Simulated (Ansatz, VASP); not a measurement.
# PW in two plane-wave programs

Wanted: the spread between two codes on one cell, functional and k mesh. The cell is taken from a series of runs on this material, whose earlier steps may have relaxed, scaled, displaced or heated it; both programs get it as it stands.

Method: plane waves, with VASP 6.6.1 beside it; relaxation of cell and atoms at PBEsol, in Ansatz 0.2.0.

### Step 1. Set-up

Symmetry: Pnma, No. 62, orthorhombic system. Conventional cell: a = 5.691 Å, b = 3.227 Å, c = 6.220 Å, α = 90.00°, β = 90.00°, γ = 90.00°. Nearest to P lie 6 W at 2.46 to 2.53 Å and 2 P at 2.75 Å. W has 6 P at 2.46 to 2.53 Å nearest. Farther neighbours are not listed.

### Step 2. VASP: relaxation of cell and atoms, PBEsol, pair 1

The relaxed volume is the usual yardstick between codes: in a stiff, nearly cubic crystal its relative difference is about their pressure difference at one cell divided by the bulk modulus.

Lines of VASP's logs that name or quote its potential files are left out, and so is its time.

Contents of INCAR:

```
SYSTEM = PW
PREC = Accurate
ENCUT = 600
EDIFF = 1E-07
NELM = 120
ISMEAR = 1
SIGMA = 0.2
LREAL = .FALSE.
ALGO = Normal
GGA = PS
NBANDS = 30
LASPH = .TRUE.
LORBIT = 11
LWAVE = .FALSE.
LCHARG = .FALSE.
ISIF = 3
IBRION = 2
NSW = 80
EDIFFG = -0.005
GGA_COMPAT = .FALSE.
NELMIN = 4
KPAR = 2
```

Contents of POSCAR:

```
PW
1.0
    5.6909620000      0.0000000000      0.0000000000
    0.0000000000      3.2269790000      0.0000000000
    0.0000000000      0.0000000000      6.2202910000
P W
4 4
Direct
    0.8182351244      0.7500000000      0.5650386775
    0.1817648756      0.2500000000      0.4349612422
    0.6817648756      0.2500000000      0.0650386775
    0.3182351244      0.7500000000      0.9349612422
    0.9866138625      0.7500000000      0.1880810320
    0.0133861375      0.2500000000      0.8119188878
    0.5133861375      0.2500000000      0.6880810320
    0.4866138625      0.7500000000      0.3119188878
```

Contents of KPOINTS:

```
Automatic mesh
0
Gamma
6 8 5
0 0 0
```

The projector-augmented-wave data sets are P and W (PBE family, release 64).

Command:

```bash
$ mpirun -np 2 vasp_std
```

Numbers of over 12 decimals in the logs are rounded to 6 here.

The log of the run:

```text
[banner, memory and clock lines left out]
running    2 mpi-ranks, on    1 nodes
 distrk:  each k-point on    1 cores,    2 groups
 distr:  one band on    1 cores,    1 groups

 POSCAR found type information on POSCAR P W
 POSCAR found :  2 types and       8 ions
|                                                                             |
|               ----> ADVICE to this user running VASP <----                  |
|                                                                             |
|     You enforced a specific xc type in the INCAR file but a different       |
|     [... a line on the potential file left out ...]
|     I HOPE YOU KNOW WHAT YOU ARE DOING!                                     |
|                                                                             |

 LDA part: xc-table for (Slater+PW92), standard interpolation
 POSCAR, INCAR and KPOINTS ok, starting setup
 FFT: planning ... GRIDC
 FFT: planning ... GRID_SOFT
 FFT: planning ... GRID
 WAVECAR not read
 entering main loop
       N       E                     dE             d eps       ncg     rms          rms(c)
DAV:   1     0.192046422960E+03    0.19205E+03   -0.21291E+04  3600   0.148E+03
DAV:   2    -0.632741942923E+02   -0.25532E+03   -0.24301E+03  4230   0.326E+02
DAV:   3    -0.851080734331E+02   -0.21834E+02   -0.20892E+02  5144   0.741E+01
DAV:   4    -0.857748508177E+02   -0.66678E+00   -0.65420E+00  4796   0.132E+01
DAV:   5    -0.857915732935E+02   -0.16722E-01   -0.16639E-01  4806   0.202E+00    0.516E+01
DAV:   6    -0.827592228766E+02    0.30324E+01   -0.10585E+01  5376   0.134E+01    0.226E+01
DAV:   7    -0.822923344738E+02    0.46689E+00   -0.10392E+00  4484   0.493E+00    0.776E+00
DAV:   8    -0.822568058947E+02    0.35529E-01   -0.16946E-01  4918   0.206E+00    0.801E-01
DAV:   9    -0.822524028899E+02    0.44030E-02   -0.11868E-02  4406   0.525E-01    0.536E-01
DAV:  10    -0.822520434025E+02    0.35949E-03   -0.53596E-03  4854   0.335E-01    0.146E-01
DAV:  11    -0.822519696960E+02    0.73707E-04   -0.63347E-04  4730   0.116E-01    0.767E-02
DAV:  12    -0.822519774280E+02   -0.77320E-05   -0.78554E-05  4322   0.404E-02    0.478E-02
DAV:  13    -0.822519693316E+02    0.80964E-05   -0.32131E-05  4254   0.267E-02    0.731E-03
DAV:  14    -0.822519691158E+02    0.21587E-06   -0.43396E-06  4778   0.988E-03    0.445E-03
DAV:  15    -0.822519689920E+02    0.12375E-06   -0.46273E-07  4224   0.326E-03    0.774E-04
DAV:  16    -0.822519689588E+02    0.33183E-07   -0.96028E-08  2712   0.148E-03
   1 F= -.82251969E+02 E0= -.82253387E+02  d E =-.822520E+02
[... from here on, the cycles between the ionic steps are left out ...]
   2 F= -.82249998E+02 E0= -.82251457E+02  d E =0.197076E-02
   3 F= -.82252459E+02 E0= -.82253889E+02  d E =-.490303E-03
   4 F= -.82252611E+02 E0= -.82254031E+02  d E =-.152102E-03
   5 F= -.82252633E+02 E0= -.82254046E+02  d E =-.173443E-03
   6 F= -.82252682E+02 E0= -.82254058E+02  d E =-.492256E-04
   7 F= -.82252682E+02 E0= -.82254053E+02  d E =-.495265E-04
   8 F= -.82252675E+02 E0= -.82254037E+02  d E =0.768765E-05
 trial-energy change:    0.000008  1 .order    0.000011   -0.000018    0.000039
 step:   0.3844(harm=  0.3092)  dis= 0.00005  next Energy=   -82.252686 (dE=-0.365E-05)
 bond charge predicted
       N       E                     dE             d eps       ncg     rms          rms(c)
DAV:   1    -0.822526930557E+02   -0.18530E-04   -0.35330E-04  3678   0.949E-02    0.389E-02
DAV:   2    -0.822526890003E+02    0.40554E-05   -0.86004E-06  4616   0.159E-02    0.242E-02
DAV:   3    -0.822526862412E+02    0.27591E-05   -0.50839E-06  4476   0.111E-02    0.580E-03
DAV:   4    -0.822526862785E+02   -0.37275E-07   -0.32762E-07  3372   0.306E-03
   9 F= -.82252686E+02 E0= -.82254054E+02  d E =-.404690E-05
 curvature:  -0.18 expect dE=-0.450E-06 dE for cont linesearch -0.156E-06
 trial: gam= 0.00000 g(F)=  0.108E-06 g(S)=  0.234E-05 ort =-0.430E-05 (trialstep = 0.869E+00)
 search vector abs. value=  0.244E-05
 reached required accuracy - stopping structural energy minimisation
```

From OUTCAR (step 2):

```text
ion  position               nearest neighbor table
   1  0.818  0.750  0.565-   8 2.46   6 2.49   6 2.49   7 2.49   7 2.49   5 2.53   2 2.75   2 2.75

  LATTYP: Found a simple orthorhombic cell.
 ALAT       =     3.2269790000
 B/A-ratio  =     1.7635571846
 C/A-ratio  =     1.9275895505

 Subroutine GETGRP returns: Found  8 space group operations
 (whereof  2 operations were pure point group operations)

The static configuration has the point symmetry S_2 .
 The point group associated with its full space group is D_2h.

 Found     60 irreducible k-points:

   k-points           NKPTS =     60   k-points in BZ     NKDIM =     60   number of bands    NBANDS=     30

   dimension x,y,z NGX =    48 NGY =   28 NGZ =   50
   dimension x,y,z NGXF=    96 NGYF=   56 NGZF=  100

   ENCUT  =  600.0 eV  44.10 Ry    6.64 a.u.  11.37  6.45 12.42*2*pi/ulx,y,z

   NELECT =      44.0000    total number of electrons

 k-points in reciprocal lattice and weights: Automatic mesh
   0.00000000  0.00000000  0.00000000       0.004
   0.16666667  0.00000000  0.00000000       0.008
   0.33333333  0.00000000  0.00000000       0.008
   0.50000000  0.00000000  0.00000000       0.004
   0.00000000  0.12500000  0.00000000       0.008
   0.16666667  0.12500000  0.00000000       0.017
   0.33333333  0.12500000  0.00000000       0.017
   0.50000000  0.12500000  0.00000000       0.008
   0.00000000  0.25000000  0.00000000       0.008
[...]
0.33333333  0.50000000  0.40000000       0.017
   0.50000000  0.50000000  0.40000000       0.008

 average (electrostatic) potential at core
       1 -79.7866       2 -79.7866       3 -79.7866       4 -79.7866       5 -35.9882
       6 -35.9882       7 -35.9882       8 -35.9882

 E-fermi :   9.5285

 k-point     1 :       0.0000    0.0000    0.0000
  band No.  band energies     occupation
    ...
     19       8.4430      2.00000
     20       8.5705      2.00000
     21       8.5966      2.00000
     22       8.8266      2.00001
     23       9.0257      2.00217
     24      10.0552     -0.00125
     25      10.4488     -0.00000
     26      10.6876     -0.00000
     27      10.9147     -0.00000
     28      11.2987     -0.00000
    ...

 k-point     2 :       0.1667    0.0000    0.0000
  band No.  band energies     occupation
    ...
     19       8.2874      2.00000
     20       8.3408      2.00000
     21       8.4220      2.00000
     22       9.2067      2.04531
     23       9.4134      1.81769
     24      10.1326     -0.00017
     25      10.2354     -0.00001
     26      10.7061     -0.00000
     27      10.9693     -0.00000
     28      11.3773     -0.00000
    ...

 k-point     3 :       0.3333    0.0000    0.0000
  band No.  band energies     occupation
    ...
     18       7.5696      2.00000
     19       8.1787      2.00000
     20       8.2970      2.00000
     21       8.5846      2.00000
     22       9.3796      1.94891
     23       9.6158      0.33337
     24      10.2713     -0.00000
     25      10.6365     -0.00000
     26      10.9829     -0.00000
     27      11.1145     -0.00000
    ...

  Total        0.0024003      0.0106487      0.0163761     -0.0000000      0.0000000      0.0000000
  in kB        0.0337516      0.1497360      0.2302717     -0.0000000      0.0000000      0.0000000
  external PRESSURE =       0.1379197 kB  Pullay stress =       0.0000000 kB

  energy-cutoff  :      600.00
  volume of cell :      113.94
      direct lattice vectors                 reciprocal lattice vectors
     5.683769535 -0.000000000  0.000000000     0.175939576 -0.000000000  0.000000000
     0.000000000  3.223123436  0.000000000     0.000000000  0.310258052  0.000000000
     0.000000000  0.000000000  6.219655837     0.000000000  0.000000000  0.160780600

 POSITION                                       TOTAL-FORCE (eV/Angst)
 -----------------------------------------------------------------------------------
      4.65358      2.41734      3.51268        -0.000308      0.000000      0.000427
      1.03019      0.80578      2.70697         0.000308     -0.000000     -0.000427
      3.87208      0.80578      0.40285         0.000308     -0.000000      0.000427
      1.81169      2.41734      5.81680        -0.000308      0.000000     -0.000427
      5.60792      2.41734      1.16840        -0.000460      0.000000     -0.000267
      0.07585      0.80578      5.05126         0.000460     -0.000000      0.000267
      2.91774      0.80578      4.27822         0.000460     -0.000000     -0.000267
      2.76603      2.41734      1.94143        -0.000460      0.000000      0.000267
 -----------------------------------------------------------------------------------
    total drift:                                0.000000     -0.000000      0.000086

  FREE ENERGIE OF THE ION-ELECTRON SYSTEM (eV)
  ---------------------------------------------------
  free  energy   TOTEN  =       -82.2526862785 eV

  energy  without entropy=      -82.2567890853  energy(sigma->0) =      -82.25405388

 reached required accuracy - stopping structural energy minimisation

 total charge
# of ion       s       p       d       tot
------------------------------------------
    1        0.999   1.493   0.000   2.491
    2        0.999   1.493   0.000   2.491
    3        0.999   1.493   0.000   2.491
    4        0.999   1.493   0.000   2.491
    5        0.576   0.705   4.409   5.690
    6        0.576   0.705   4.409   5.690
    7        0.576   0.705   4.409   5.690
    8        0.576   0.705   4.409   5.690
--------------------------------------------------
tot          6.297   8.792  17.638  32.727

[... 3 further parts left out ...]
```

CONTCAR:

```
PW
   1.00000000000000
     5.6837695347857649   -0.0000000000000000    0.0000000000000000
     0.0000000000000000    3.2231234364433399    0.0000000000000000
     0.0000000000000000    0.0000000000000000    6.2196558372558748
  P               W
     4     4
Direct
     0.8187485662702016    0.7500000000000000    0.5647708609453914
     0.1812514337297984    0.2500000000000000    0.4352290587546109
     0.6812514337297984    0.2500000000000000    0.0647708609453914
     0.3187485662702016    0.7500000000000000    0.9352290587546108
     0.9866547941977343    0.7500000000000000    0.1878552727825540
     0.0133452058022658    0.2500000000000000    0.8121446470174430
     0.5133452058022657    0.2500000000000000    0.6878552727825539
     0.4866547941977342    0.7500000000000000    0.3121446470174430
```

The data set W keeps the semicore shell frozen, which is cheaper and a little less accurate. The run keeps the 8 symmetry operations of its start, so it cannot find a distortion of lower symmetry.

### Step 3. Ansatz: relaxation of cell and atoms, PBEsol, pair 1

Ansatz runs on its PAW soft_1 files.

The same cell, functional, mesh and smearing now go to Ansatz, which takes its cutoff from its data sets.

Contents of input.yaml:

```yaml
crystal:
  lattice:
    - [5.6909619378, 0.0, 0.0]
    - [0.0, 3.2269792904, 0.0]
    - [0.0, 0.0, 6.2202906297]
  atoms:
    - { symbol: P, position: [0.8182351094, 0.75, 0.5650386959] }
    - { symbol: P, position: [0.1817648906, 0.25, 0.4349613041] }
    - { symbol: P, position: [0.6817648906, 0.25, 0.0650386959] }
    - { symbol: P, position: [0.3182351094, 0.75, 0.9349613041] }
    - { symbol: W, position: [-0.0133862115, 0.75, 0.1880810624] }
    - { symbol: W, position: [0.0133862115, 0.25, 0.8119189376] }
    - { symbol: W, position: [0.5133862115, 0.25, 0.6880810624] }
    - { symbol: W, position: [0.4866137885, 0.75, 0.3119189376] }
kpoints:
  mp_grid: { grid: [6, 8, 5] }
hamiltonian:
  xc: pbesol
  pseudopotentials: { kind: paw, azcp: { folder: soft_1 }, xc_functional: pbe }
scf:
  occupations: { method: methfessel_paxton, width: 0.2 }
output:
  forces: true
  stress: true
  eigenvalues: true
relax:
  adjacent_minimum: "off"
  f_tol: 0.001
  max_steps: 60
  cell: { stress_tol: 0.01 }
```

Command:

```bash
$ ansatz run input.yaml --threads 16 --pin off --max-ram 92160MiB --backend cuda --events-out ev --progress --plain --runs-dir out --max-vram 78GiB
```

The log of the run:

```text
Engine: ansatz 0.2.0, aarch64-unknown-linux-gnu
Pseudopotentials: kind: paw
Pseudopotential: P, paw, valence charge 5, recommended cutoff 420 eV (normal), soft_1/P.paw.azcp
Pseudopotential: W, paw, valence charge 14, recommended cutoff 420 eV (normal), soft_1/W.paw.azcp
Functional definition: PBEsol
  exchange = pbesol_x
  correlation = pbesol_c
[...]
Crystal: 8 atoms, lattice volume = 114.233 Å³
Basis set: ecut = 420 eV, 2241 PW (Γ), exchange–correlation on 80×48×90 points (8 copies of the dense FFT grid, shifted against one another)
Bands: 46, of which v1, the nominal top of the filled ones, is band 38 counted from 1 (37 counted from 0)
Symmetry: 8 space group operations
Space group: Pnma (ITA 62), of the structure as read, at distance tolerance 4.9e-5 Å
k-points: 60 of 240
Non-local potential: P, projectors of the file, l = 0: 2, l = 1: 2, l = 2: 1
Non-local potential: W, projectors of the file, l = 0: 3, l = 1: 2, l = 2: 2, l = 3: 1
PAW form: soft (Blöchl's): semilocal exchange-correlation on the pseudo side does not see the compensation charge
PAW frozen core: P, regenerated for the run's functional, and the local potential with it (the file was generated under x = pbe(κ = 0.804, μ = 0.219515), c = pbe(β = 0.066725))
PAW frozen core: W, regenerated for the run's functional, and the local potential with it (the file was generated under x = pbe(κ = 0.804, μ = 0.219515), c = pbe(β = 0.066725))
PAW one-centre angular grid: P, 110 points (default); XC on 64 Gauss nodes
PAW one-centre angular grid: W, 590 points (default); XC on 64 Gauss nodes
Initial density: superposition of atomic densities (chi_scale 0.1, normalization cell, long waves kept (reshape's long-wave potential 0.00 eV rms))
Initial wavefunctions: pseudopotential atomic-orbital guess
[...]
Functional: x = pbesol(κ = 0.804, μ = 0.123457), c = pbesol(β = 0.046)
SCF iter   1: F=—  HF=-43995.187019 eV  |F-HF|=—  |Δ(HF+E_count)|=         —  Δρ=5.07e-2  dr2=2.72e0  ethr=3.10e-3  ⟨swp⟩=5.8  Hψ=11957  notcnv=0
preconditioner: auto → Kerker (q_TF=auto, 2.549 Å⁻¹)  [metal: Δε(μ)=0.027 eV  Ē_g=7.487 eV  σ=0.200 eV  W_gap=0.11  n_scr=38 (ndim 8)  ℏωp=23.0 eV  f_vac=0.000  D(μ)=3.08/eV (n_scr^D=18)]
SCF iter   2: F=—  HF=-43994.533375 eV  |F-HF|=—  |Δ(HF+E_count)|=   6.54e-1  S|Δr|=    0.00e0  Δρ=2.95e-2  dr2=8.55e-1  ethr=3.10e-3  ⟨swp⟩=2.0  Hψ=3605  notcnv=0  defer=29
[...]
SCF iter   7: F=-43994.235400 eV  HF=-43994.235400 eV  |F-HF|=4.37e-10  |Δ(HF+E_count)|=   3.29e-8  S|Δr|=    0.00e0  Δρ=4.18e-6  dr2=1.38e-8  ethr=1.32e-10  ⟨swp⟩=8.5  Hψ=13949  notcnv=0
SCF 1 converged in 7 iterations: F = -43994.235400 eV  dr2 = 1.38e-8
  greatest PAW one-centre occupation: 0.999 electrons in one spin orbital (limit 2), on the W atom at site 7 (counted from 0), in its partial waves of l = 0
relax step   1: F+E_penalty+E_count = -43994.23540045 eV  Δ(F+E_penalty+E_count) = +0.000e0 eV  max|allowed force component| = 1.177e-2 eV/Å  Δτ_max = 0.0000 Å  P = -0.040 GPa  Ω = 114.233 Å³  (7 SCF iters, dr2 threshold 1.00e-7 eV, accepted)
[...]
relax step   2: F+E_penalty+E_count = -43994.23547135 eV  Δ(F+E_penalty+E_count) = -7.090e-5 eV  max|allowed force component| = 3.007e-3 eV/Å  Δτ_max = 0.0008 Å  P = +0.009 GPa  Ω = 114.199 Å³  energy of the carried Pulay correction = +1.076e-5 eV  (4 SCF iters, dr2 threshold 5.02e-8 eV, accepted)
[...]
relax step   3: F+E_penalty+E_count = -43994.23547085 eV  Δ(F+E_penalty+E_count) = +5.006e-7 eV  max|allowed force component| = 8.935e-4 eV/Å  Δτ_max = 0.0001 Å  P = -0.002 GPa  Ω = 114.207 Å³  energy of the carried Pulay correction = +8.205e-6 eV  (4 SCF iters, dr2 threshold 2.33e-9 eV, accepted)
[...]
relax step   4: F+E_penalty+E_count = -43994.23547214 eV  Δ(F+E_penalty+E_count) = -1.288e-6 eV  max|allowed force component| = 5.705e-4 eV/Å  Δτ_max = 0.0000 Å  P = +0.000 GPa  Ω = 114.205 Å³  energy of the carried Pulay correction = +8.913e-6 eV  (3 SCF iters, dr2 threshold 5.32e-10 eV, accepted)
[...]
relax step   5: F+E_penalty+E_count = -43994.23546010 eV  Δ(F+E_penalty+E_count) = +1.204e-5 eV  max|allowed force component| = 5.730e-4 eV/Å  Δτ_max = 0.0000 Å  P = +0.000 GPa  Ω = 114.205 Å³  stress off target by 2.97e-4 GPa  SCF on the basis re-selected at this cell (its energy is not comparable with the rows above)  (4 SCF iters)
[...]
SCF converged after 4 iterations
Stability not checked: this state was not tested for a lower state beside it, because cold or Methfessel-Paxton smearing, or corrected tetrahedra, fill the levels in a way that the test cannot read (fill_not_monotonic; see scf.lower_state_search)
Free energy (F): -43994.235460 eV
Harris-Foulkes:  -43994.235460 eV  (|F-HF|=0.00e0)
Internal energy: -43994.239691 eV  (E = F + TS)
E sigma→0 (E₀):  -43994.236518 eV
Entropy (-TS):   0.004231 eV (0.529 meV/atom)
Fermi energy:    18.291713 eV
--- Per-component energies (eV) ---
  E_band       = -368.177607
  E_kinetic    = 1988.924435
  E_local      = -3144.149962  (includes V_loc(G=0)·N_el)
  E_nonlocal   = 35.355687
  E_hartree    = 1311.688334
  E_xc         = -1363.656617
  E_vxc        = -1183.865036  (∫ρ·V_xc dr)
  E_paw        = -35977.824930  (= ΣΔE_a)
  E_vpaw       = -687.820008  (= ΣTr[D̂ρ^β])
  E_aug_tail   = 0.000610  (compensation charges beyond the density's cutoff)
  E_ewald      = -6845.649065
  E_core_change = 1.071816  (= ΣΔE_core)
  E_smearing   = 0.004231  (= −TS)
  E_closure    = -0.000000  (closes the sum)
  Σ components = -43994.235460   (vs F -43994.235460, Δ=0.00e0)
--- Forces (eV/Å), atoms counted from 1 ---
  atom   1  P      0.00057296     0.00000000    -0.00011519
  atom   2  P     -0.00057296     0.00000000     0.00011519
  atom   3  P     -0.00057296    -0.00000000    -0.00011519
  atom   4  P      0.00057296     0.00000000     0.00011519
  atom   5  W      0.00012279     0.00000000     0.00038573
  atom   6  W     -0.00012279     0.00000000    -0.00038573
  atom   7  W     -0.00012279     0.00000000     0.00038573
  atom   8  W      0.00012279    -0.00000000    -0.00038573
  max |Σ_I F_I| component: 5.20e-18 eV/Å
--- Stress (GPa, compression-positive) ---
        0.000297       0.000000       0.000000
        0.000000      -0.000100       0.000000
        0.000000       0.000000      -0.000038
  P = ⅓ Tr σ = 0.0001 GPa (0.001 kbar)
--- Band table (eV; the first three rows and the last of 60) ---
  k-point 0: bands = [... 34 lower, 17.2099, 17.3217, 17.3625, 17.5851, 17.7719, 18.8192, 19.1827, 19.4496, ... 4 higher]
  k-point 1: bands = [... 34 lower, 16.5152, 16.8881, 17.3637, 17.6868, 18.1143, 18.4501, 18.8715, 19.7918, ... 4 higher]
  k-point 2: bands = [... 34 lower, 16.4179, 16.5458, 16.6817, 17.2882, 18.0997, 18.6815, 19.0048, 19.5143, ... 4 higher]
  k-point 59: bands = [... 34 lower, 16.0851, 16.0851, 18.7456, 18.7456, 18.7456, 18.7456, 20.5254, 20.5254, ... 4 higher]
--- Relaxed structure (4 steps of the walk, 4 accepted, 1 SCFs on fresh bases) ---
  F+E_penalty+E_count = -43994.23546010 eV   max|allowed force component| = 5.730e-4 eV/Å   (the final SCF, on the basis selected at the relaxed cell)
  cell:  # Å, volume = 114.2049 Å³
    - [5.687842, 0, 0]
    - [0, 3.226644, 0]
    - [0, 1.0360406010072166e-19, 6.222804]
  atoms:
    - { symbol: P, position: [0.818298, 0.750000, 0.564924] }
    - { symbol: P, position: [0.181702, 0.25, 0.435076] }
    - { symbol: P, position: [0.681702, 0.25, 0.064924] }
    - { symbol: P, position: [0.318298, 0.750000, 0.935076] }
    - { symbol: W, position: [-0.013285, 0.750000, 0.188030] }
    - { symbol: W, position: [0.013285, 0.25, 0.811970] }
    - { symbol: W, position: [0.513285, 0.25, 0.688030] }
    - { symbol: W, position: [0.486715, 0.750000, 0.311970] }
```

[end of part 1 of 2]

[Lines on the potential files, build, host, timing and source positions are cut from VASP's logs without a mark.]

[Logs are printed without paths, hosts, clocks, repeated set-up lines and the standing remarks that a program may print on its own settings, such as how far it seeks lower states.]

[Hosts, paths, dates, database ids (printed as entryN), source tags and the programs' standing remarks are cut or masked in the printed files.]
